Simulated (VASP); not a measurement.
# Relaxed cell volume of Si2W (I4/mmm) against the diffraction cell, by functional and with dispersion terms

We have to decide which functional sets the lattice of Si2W in our models of contacts and gate stacks, and whether a dispersion term belongs in it. The choice matters because an error in the relaxed cell enters an interface model as false strain: 3 % in volume is about 1 % in mean length, enough to alter the computed mismatch with a neighbouring layer. We compare the fully relaxed, static-lattice volume at each level with the diffraction cell of 13.48 Å³ per atom; a negative error means that the computed cell is too small. The diffraction cell includes zero-point and thermal expansion, typically 0.5 to 2 % in volume, so a sound static calculation should fall below it by about that much.

## Method

The start is the cell of a diffraction database, 13.48 Å³ per atom, whose temperature is that of the entry, mostly ambient. VASP 6.6.1, plane waves with PAW, cutoff 520 eV; cell and atoms fully relaxed at zero pressure at each level, static lattice, no spin polarisation, no spin-orbit coupling. All ran on Intel(R) Xeon(R) 6975P-C (Granite Rapids), shared with other work, so times are rough. All levels use the PAW data sets made with PBE. Non-spherical gradient terms inside the PAW spheres (LASPH) are on in the rows so marked and off in the others; they change results slightly and raise the cost.

Notes on method and selection:

- The diffraction cell holds zero-point and thermal expansion, typically 0.5 to 2 % in volume at room temperature, which a static relaxation lacks.
- Crystals whose PBE volume lies more than 1.5 % under or 25 % over the diffraction cell, or whose cell differs by over 0.3 % from another measurement, were left out.
- Non-spherical gradient terms in the PAW spheres (LASPH) were as a rule on for AM05, RPBE, BLYP, D4 and meta-GGAs and in later sessions, and off for LDA, PBE, PBEsol and D3; where rows differ in this, it bears on volumes, moments and cost.
- Runs that did not converge, have known faults or may not be shown are not listed, and runs on Ansatz's PAW sets soft_1 and soft_2 are kept to separate tables.

Columns:

- volume error (%): relaxed volume relative to the diffraction cell.
- volume (Å³/atom): relaxed volume per atom.
- cost per step (core-s): processor time per ionic step of the relaxation.

## The series

| member | volume error (%) | volume (Å³/atom) | cost per step (core-s) | remark |
| --- | --- | --- | --- | --- |
| r2SCAN | −0.75 | 13.377 | 61 | LASPH on |
| PBE + D3(BJ) | −1.88 | 13.225 | 15 |  |
| LDA | −1.78 | 13.238 | 16 |  |
| PBE | 1.13 | 13.631 | 18 |  |
| PBEsol | −0.94 | 13.352 | 16 |  |
| r2SCAN + rVV10 | ? | ? | 210 |  |
| SCAN | −1.46 | 13.282 | 78 | LASPH on |
| vdW-DF-cx | 0.15 | 13.499 | 140 | LASPH on |

Cells marked ? are withheld until the estimate has been made.

## What drives the series

Among the three levels without a dispersion term or kinetic-energy density, the volume error rises from −1.78 % (LDA) through −0.94 % (PBEsol) to 1.13 % (PBE), a span of 1.13 + 1.78 = 2.91 points. The order follows the strength of the gradient correction to exchange. That correction lowers the energy of a more uneven density, which favours longer bonds; LDA has none, and PBEsol has a weaker one than PBE.

Adding D3(BJ) to PBE moves the error by −1.88 − 1.13 = −3.01 points, slightly more than the whole step from PBE to LDA. The added pair energy becomes more negative as atoms approach, so it acts as an inward pressure, and the relative contraction is roughly that pressure divided by the bulk modulus. In a metal the mobile electrons screen such attraction, which D3 with its atom-based coefficients does not describe fully; some excess contraction is therefore possible.

vdW-DF-cx also contains non-local correlation, yet gives 0.15 %. Its exchange differs from that of PBE too, so its distance from PBE is not the effect of dispersion alone. The meta-GGAs r2SCAN and SCAN, both with LASPH on, give −0.75 % and −1.46 %.

Taken at face value, vdW-DF-cx is nearest to the diffraction cell and PBE + D3(BJ) farthest from it. Allowing for expansion changes this verdict. PBE becomes the farthest level for any allowance from 0.5 to 2 %, while the best level depends on the allowance: r2SCAN at 0.5 %, PBE + D3(BJ) at 2 %. For this crystal, a small error against the raw diffraction cell is thus not sufficient reason to choose a functional.

## Estimating the withheld member

Plain estimates from the members shown:

- r2SCAN + rVV10, mean of the 7 members shown: −0.79 %, standard deviation 1.0

We start from r2SCAN at −0.75 %, because r2SCAN + rVV10 keeps the same semi-local part and adds only non-local correlation. The mean of the seven members, −0.79 %, happens to lie close by, but it mixes different exchange functionals and contains no shift for the added term.

The shift should be negative, since rVV10 adds attraction that grows as the cell shrinks. The −3.01 points of D3(BJ) on PBE support the sign but not the size: r2SCAN already describes part of the medium-range attraction, and its rVV10 term is damped accordingly. For dense solids, rVV10 on functionals of this family reduces the volume by roughly 0.5 to 1.2 %, a general size from outside the table. The middle of that range is (0.5 + 1.2) / 2 = 0.85, which gives −0.75 − 0.85 = −1.60 %.

No shown pair differs by rVV10 alone, so the route cannot be tried on another member. Half the width of the range is (1.2 − 0.5) / 2 = 0.35 points, which we round up to 0.4 and take as one standard deviation.

At 210 core-seconds per ionic step against 61 for r2SCAN, a step with the term costs about 210 / 61 = 3.4 times as much as one without it. If the estimate is right, that expense buys a contraction of under 1 % in volume.

**Committed estimate, r2SCAN + rVV10: volume error = −1.6 ± 0.4 %.**

## The withheld result

| member | volume error (%) | volume (Å³/atom) | cost per step (core-s) | remark |
| --- | --- | --- | --- | --- |
| r2SCAN + rVV10 | −1.00 | 13.344 | 210 | LASPH on |

| member | estimate | volume error (%) | computed | estimate − computed | miss in error bars |
| --- | --- | --- | --- | --- | --- |
| r2SCAN + rVV10 | committed | −1.60 | −1.00 | −0.60 | 1.5 |
| r2SCAN + rVV10 | mean | −0.79 | −1.00 | +0.21 |  |

The estimate of −1.60 ± 0.4 % missed the computed −1.00 % by 0.60 points, or 1.5 error bars. It did worse than the plain mean of −0.79 %, which missed by 0.21 points, and worse than r2SCAN left unshifted, which would have missed by 0.25 points.

The sign of the shift held: rVV10 contracts the cell. The size failed. Relative to r2SCAN the change is −1.00 + 0.75 = −0.25 points, where we had assumed −0.85. That figure was the middle of a general range from outside the table, and the true shift lies below the whole range, so the error bar taken from its width was too narrow.

Both r2SCAN rows have LASPH on, so the small contraction is not a result of that setting. It means that the rVV10 energy exerts little inward pressure at this density. D3(BJ) on PBE contracts the cell 3.01 / 0.25 = 12 times as much, but the two terms are damped differently and sit on different functionals, so the ratio does not compare the dispersion models alone.

## Departures from the trend

PBE stands farthest from the rest. Its error of 1.13 % is 1.13 + 0.82 = 1.95 points above the mean of all eight levels, −0.82 %, while no other level is much more than 1 point away. The likeliest reason is the strong gradient correction in its exchange, which is known to make bonds in many solids too long. A static cell should be smaller than the diffraction cell, and PBE gives a larger one, so its true excess is greater than the printed error.

PBE + D3(BJ) lies farthest on the low side, 1.88 − 0.82 = 1.06 points below the mean, closely followed by LDA. The D3 term more than cancels the expansion of PBE. Whether it contracts the cell too far depends on the thermal and zero-point allowance: −1.88 % is still inside the typical range, though near its far end. Si2W is stiff and melts at a high temperature, which makes a small allowance more likely and some excess contraction plausible. For LDA the low volume fits its usual overbinding.

## Time and accuracy

PBEsol takes 16 core-seconds per ionic step, r2SCAN 61 and r2SCAN + rVV10 210. A step of the last thus costs 210 / 16 = 13 times as much as one of PBEsol, with part of the extra cost due to LASPH. This ratio overstates the expense of the method, because the steps are not alike: the r2SCAN + rVV10 relaxation took fewer ionic steps than the other two, with more electronic cycles in each. Over the whole relaxation, or per electronic cycle, it still costs several times as much as PBEsol, but the factor is clearly smaller. For the same reason the factor of 3.4 over r2SCAN, which we gave with the estimate, is too high as a measure of what the rVV10 term costs. The volume error of r2SCAN + rVV10 differs from that of PBEsol by only 1.00 − 0.94 = 0.06 points. For the lattice of this crystal the added expense buys nothing that we could use. D3(BJ) adds no visible cost per step to PBE. Its relaxation took longer in all, because it needed more steps, but both are cheap, so the choice for or against the term rests on the volume alone.

## Conclusions

For the Si2W lattice we would use PBEsol without a dispersion term. With an allowance of 0.5 to 1 % for expansion, PBEsol, r2SCAN and r2SCAN + rVV10 all lie within 0.5 points of the expected static volume, and PBEsol is by far the cheapest of the three.

The choice matters in practice. The PBE cell is larger than the PBEsol cell by a factor of 13.631 / 13.352 = 1.021 in volume, or about 0.7 % in mean length. An interface model that fixes Si2W at one lattice and computes it with the other functional carries that much false strain.

A shift found for one pair of functional and dispersion term should not be carried over to another pair; the rows do not show how much of the difference comes from the functional and how much from the term. For a further functional, the mean of the levels shown is good to about 1 point, too coarse to choose between the better ones.

No omitted effect is expected to exceed the full spread of 3.01 points. The largest is probably zero-point and thermal expansion, which would raise the computed volumes by roughly 0.5 to 2 %.
